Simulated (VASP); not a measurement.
Method: r2SCAN meta-GGA, VASP's PBE PAW potentials (set 64) (plane waves; VASP).

The input files of a VASP run:

File POSCAR:
```
WC
1
    3.0940000000     0.0000000000     0.0000000000
    0.0000000000     3.0940000000     0.0000000000
    0.0000000000     0.0000000000     3.0940000000
W C
1 1
Direct
  0.0000000000   0.0000000000   0.0000000000
  0.5000000000   0.5000000000   0.5000000000
```

INCAR:
```
ALGO  =  Normal
EDIFF  =  1E-6
EDIFFG  =  -0.01
ENCUT  =  520
IBRION  =  2
ISIF  =  3
ISMEAR  =  1
LASPH  =  T
LCHARG  =  F
LMAXMIX  =  6
LMIXTAU  =  T
LREAL  =  F
LWAVE  =  F
METAGGA  =  R2SCAN
NELM  =  100
NSW  =  60
PREC  =  Accurate
SIGMA  =  0.1
SYSTEM  =  WC
```

KPOINTS:
```
kpoints
0
Gamma
  11 11 11
```

POTCAR, in this order: W_sv C (PBE.64 set). Program: vasp_std.

The resulting files:

### OSZICAR
```
...
DAV:  12    -0.465679444320E+02   -0.38863E-05   -0.25919E-05  1571   0.612E-02    0.985E-02
DAV:  13    -0.465679706470E+02   -0.26215E-04   -0.39703E-05  1541   0.800E-02    0.360E-02
DAV:  14    -0.465679746604E+02   -0.40134E-05   -0.18809E-06  1135   0.215E-02    0.480E-03
DAV:  15    -0.465679744906E+02    0.16981E-06   -0.31489E-07   763   0.897E-03
   2 F= -.46567974E+02 E0= -.46567790E+02  d E =0.104709E+02
       N       E                     dE             d eps       ncg     rms          rms(c)
DAV:   1    -0.176270435237E+03   -0.12970E+03   -0.28985E+03  1476   0.885E+02    0.161E+02
DAV:   2    -0.827932786728E+02    0.93477E+02   -0.76090E+02  1592   0.188E+02    0.128E+02
DAV:   3    -0.592451861542E+02    0.23548E+02   -0.37653E+01  1471   0.457E+01    0.952E+01
DAV:   4    -0.595556845385E+02   -0.31050E+00   -0.11659E+00  1631   0.982E+00    0.625E+01
DAV:   5    -0.584586240733E+02    0.10971E+01   -0.85093E+00  1556   0.215E+01    0.314E+00
DAV:   6    -0.582568984466E+02    0.20173E+00   -0.51970E-01  1526   0.540E+00    0.166E+00
DAV:   7    -0.585778278493E+02   -0.32093E+00   -0.64039E-02  1581   0.289E+00    0.221E+00
DAV:   8    -0.585165555240E+02    0.61272E-01   -0.17459E-01  1631   0.364E+00    0.395E-01
DAV:   9    -0.585688468940E+02   -0.52291E-01   -0.74213E-02  1591   0.250E+00    0.428E-01
DAV:  10    -0.585633831891E+02    0.54637E-02   -0.30076E-03  1616   0.589E-01    0.498E-01
DAV:  11    -0.585609815333E+02    0.24017E-02   -0.26206E-03  1471   0.617E-01    0.375E-01
DAV:  12    -0.585699284943E+02   -0.89470E-02   -0.60203E-03  1456   0.764E-01    0.407E-02
DAV:  13    -0.585700511978E+02   -0.12270E-03   -0.22014E-04  1606   0.155E-01    0.412E-02
DAV:  14    -0.585700857322E+02   -0.34534E-04   -0.66994E-05  1536   0.819E-02    0.734E-03
DAV:  15    -0.585700836721E+02    0.20601E-05   -0.67467E-06  1506   0.316E-02    0.257E-03
DAV:  16    -0.585700842423E+02   -0.57021E-06   -0.88986E-07   748   0.961E-03
   3 F= -.58570084E+02 E0= -.58569991E+02  d E =-.153121E+01
       N       E                     dE             d eps       ncg     rms          rms(c)
DAV:   1    -0.607743690100E+02   -0.22043E+01   -0.36140E+01  1506   0.794E+01    0.137E+01
DAV:   2    -0.594677746326E+02    0.13066E+01   -0.39783E+00  1491   0.229E+01    0.295E+00
DAV:   3    -0.593132887154E+02    0.15449E+00   -0.33717E-01  1506   0.523E+00    0.143E+00
DAV:   4    -0.592714459134E+02    0.41843E-01   -0.13041E-01  1641   0.423E+00    0.145E+00
DAV:   5    -0.592446723669E+02    0.26774E-01   -0.39724E-02  1536   0.189E+00    0.427E-01
DAV:   6    -0.592767143109E+02   -0.32042E-01   -0.17148E-02  1511   0.126E+00    0.641E-02
DAV:   7    -0.592765088692E+02    0.20544E-03   -0.78194E-04  1786   0.254E-01    0.397E-02
DAV:   8    -0.592763883086E+02    0.12056E-03   -0.14773E-04  1689   0.901E-02    0.473E-02
DAV:   9    -0.592764149900E+02   -0.26681E-04   -0.20572E-04  1651   0.977E-02    0.250E-02
DAV:  10    -0.592764613283E+02   -0.46338E-04   -0.10969E-04  1486   0.103E-01    0.877E-03
DAV:  11    -0.592764623058E+02   -0.97748E-06   -0.29689E-06  1485   0.163E-02
   4 F= -.59276462E+02 E0= -.59276343E+02  d E =-.223758E+01
       N       E                     dE             d eps       ncg     rms          rms(c)
DAV:   1    -0.636446657223E+02   -0.43682E+01   -0.98582E+01  1496   0.134E+02    0.280E+01
DAV:   2    -0.601006276219E+02    0.35440E+01   -0.80682E+00  1486   0.386E+01    0.547E+00
DAV:   3    -0.597119745077E+02    0.38865E+00   -0.68534E-01  1501   0.999E+00    0.247E+00
DAV:   4    -0.595913424777E+02    0.12063E+00   -0.31489E-01  1676   0.638E+00    0.265E+00
DAV:   5    -0.593879969007E+02    0.20335E+00   -0.10373E-01  1456   0.392E+00    0.926E-01
DAV:   6    -0.596240026624E+02   -0.23601E+00   -0.61730E-02  1456   0.284E+00    0.957E-02
DAV:   7    -0.596231608646E+02    0.84180E-03   -0.31886E-03  1741   0.503E-01    0.106E-01
DAV:   8    -0.596229155443E+02    0.24532E-03   -0.16388E-04  1616   0.112E-01    0.933E-02
DAV:   9    -0.596233440565E+02   -0.42851E-03   -0.17310E-04  1521   0.133E-01    0.435E-02
DAV:  10    -0.596233162854E+02    0.27771E-04   -0.16472E-04  1616   0.105E-01    0.501E-03
DAV:  11    -0.596233171591E+02   -0.87375E-06   -0.45752E-06  1425   0.189E-02
   5 F= -.59623317E+02 E0= -.59623324E+02  d E =-.258444E+01
       N       E                     dE             d eps       ncg     rms          rms(c)
DAV:   1    -0.599567744077E+02   -0.33346E+00   -0.76734E+00  1506   0.411E+01    0.703E+00
DAV:   2    -0.596951929235E+02    0.26158E+00   -0.98286E-01  1496   0.106E+01    0.156E+00
DAV:   3    -0.596653690989E+02    0.29824E-01   -0.73410E-02  1486   0.243E+00    0.638E-01
DAV:   4    -0.596578791647E+02    0.74899E-02   -0.22870E-02  1626   0.180E+00    0.509E-01
DAV:   5    -0.596505466272E+02    0.73325E-02   -0.86152E-03  1476   0.109E+00    0.204E-01
DAV:   6    -0.596594594158E+02   -0.89128E-02   -0.51155E-03  1461   0.759E-01    0.477E-02
DAV:   7    -0.596593600019E+02    0.99414E-04   -0.30180E-04  1746   0.147E-01    0.735E-03
DAV:   8    -0.596593725399E+02   -0.12538E-04   -0.20023E-05  1551   0.390E-02    0.137E-02
DAV:   9    -0.596593707633E+02    0.17765E-05   -0.19401E-05  1616   0.357E-02    0.628E-03
DAV:  10    -0.596593737527E+02   -0.29893E-05   -0.85422E-06  1466   0.311E-02    0.194E-03
DAV:  11    -0.596593740995E+02   -0.34686E-06   -0.53654E-07   728   0.678E-03
   6 F= -.59659374E+02 E0= -.59659501E+02  d E =-.262050E+01
       N       E                     dE             d eps       ncg     rms          rms(c)
DAV:   1    -0.596696278328E+02   -0.10254E-01   -0.22777E-01  1501   0.692E+00    0.125E+00
DAV:   2    -0.596617185517E+02    0.79093E-02   -0.26416E-02  1491   0.183E+00    0.260E-01
DAV:   3    -0.596608523734E+02    0.86618E-03   -0.19588E-03  1481   0.413E-01    0.107E-01
DAV:   4    -0.596606190842E+02    0.23329E-03   -0.70177E-04  1626   0.320E-01    0.101E-01
DAV:   5    -0.596603927630E+02    0.22632E-03   -0.24115E-04  1471   0.179E-01    0.361E-02
DAV:   6    -0.596606709447E+02   -0.27818E-03   -0.12728E-04  1466   0.122E-01    0.637E-03
DAV:   7    -0.596606690970E+02    0.18477E-05   -0.71323E-06  1756   0.224E-02    0.187E-03
DAV:   8    -0.596606689840E+02    0.11307E-06   -0.61332E-07   733   0.712E-03
   7 F= -.59660669E+02 E0= -.59660789E+02  d E =-.262179E+01
       N       E                     dE             d eps       ncg     rms          rms(c)
DAV:   1    -0.596612926641E+02   -0.62357E-03   -0.17107E-02  1501   0.190E+00    0.342E-01
DAV:   2    -0.596607096866E+02    0.58298E-03   -0.20565E-03  1491   0.504E-01    0.720E-02
DAV:   3    -0.596606400854E+02    0.69601E-04   -0.15954E-04  1481   0.113E-01    0.302E-02
DAV:   4    -0.596606198968E+02    0.20189E-04   -0.54304E-05  1616   0.892E-02    0.270E-02
DAV:   5    -0.596606001233E+02    0.19774E-04   -0.20347E-05  1486   0.513E-02    0.103E-02
DAV:   6    -0.596606211624E+02   -0.21039E-04   -0.10725E-05  1466   0.347E-02    0.196E-03
DAV:   7    -0.596606209629E+02    0.19949E-06   -0.52876E-07   728   0.630E-03
   8 F= -.59660621E+02 E0= -.59660744E+02  d E =0.480210E-04
       N       E                     dE             d eps       ncg     rms          rms(c)
DAV:   1    -0.596610195321E+02   -0.39837E-03   -0.86774E-03  1501   0.135E+00    0.244E-01
DAV:   2    -0.596607172849E+02    0.30225E-03   -0.10484E-03  1486   0.361E-01    0.510E-02
DAV:   3    -0.596606839358E+02    0.33349E-04   -0.80859E-05  1476   0.806E-02    0.215E-02
DAV:   4    -0.596606758562E+02    0.80796E-05   -0.27519E-05  1611   0.636E-02    0.194E-02
DAV:   5    -0.596606686108E+02    0.72454E-05   -0.95218E-06  1491   0.350E-02    0.744E-03
DAV:   6    -0.596606791711E+02   -0.10560E-04   -0.49228E-06  1461   0.234E-02    0.136E-03
DAV:   7    -0.596606791043E+02    0.66828E-07   -0.26688E-07   728   0.445E-03
   9 F= -.59660679E+02 E0= -.59660800E+02  d E =-.101203E-04
```

**OUTCAR**
```
------------------------ aborting loop because EDIFF is reached ----------------------------------------
  FORCE on cell =-STRESS in cart. coord.  units (eV):
  Direction    XX          YY          ZZ          XY          YZ          ZX
  --------------------------------------------------------------------------------------
  Total        0.0005501      0.0005501      0.0005501     -0.0000000      0.0000000     -0.0000000
  in kB        0.0436925      0.0436925      0.0436925     -0.0000000      0.0000000     -0.0000000
  external PRESSURE =       0.0436925 kB  Pullay stress =       0.0000000 kB
  volume of cell :       20.17
      direct lattice vectors                 reciprocal lattice vectors
     2.722217968 -0.000000000 -0.000000000     0.367347513 -0.000000000  0.000000000
     0.000000000  2.722217968 -0.000000000     0.000000000  0.367347513 -0.000000000
    -0.000000000  0.000000000  2.722217968     0.000000000  0.000000000  0.367347513
 POSITION                                       TOTAL-FORCE (eV/Angst)
 -----------------------------------------------------------------------------------
      0.00000      0.00000     -0.00000        -0.000000      0.000000      0.000000
      1.36111      1.36111      1.36111         0.000000     -0.000000      0.000000
 -----------------------------------------------------------------------------------
    total drift:                                0.000000      0.000000      0.000000
  FREE ENERGIE OF THE ION-ELECTRON SYSTEM (eV)
  ---------------------------------------------------
  free  energy   TOTEN  =       -59.6606791043 eV

  energy  without entropy=      -59.6610417167  energy(sigma->0) =      -59.66079998

 reached required accuracy - stopping structural energy minimisation
```
(Selected blocks of OUTCAR.)

File CONTCAR:
```
WC
   1.00000000000000
     2.7222179682871395   -0.0000000000000000   -0.0000000000000000
     0.0000000000000000    2.7222179682871395   -0.0000000000000000
    -0.0000000000000000    0.0000000000000000    2.7222179682871395
  W               C
     1     1
Direct
     0.0000000000000000    0.0000000000000000    0.0000000000000000
     0.5000000000000000    0.5000000000000000    0.5000000000000000
```

Energy and stress use the plane-wave basis of the starting cell.

The structure was generated: WC was put into the CsCl type type (Pm-3m), which need not be its known phase. This run relaxes it. Symmetry was kept, so distortions that lower it aren't found.
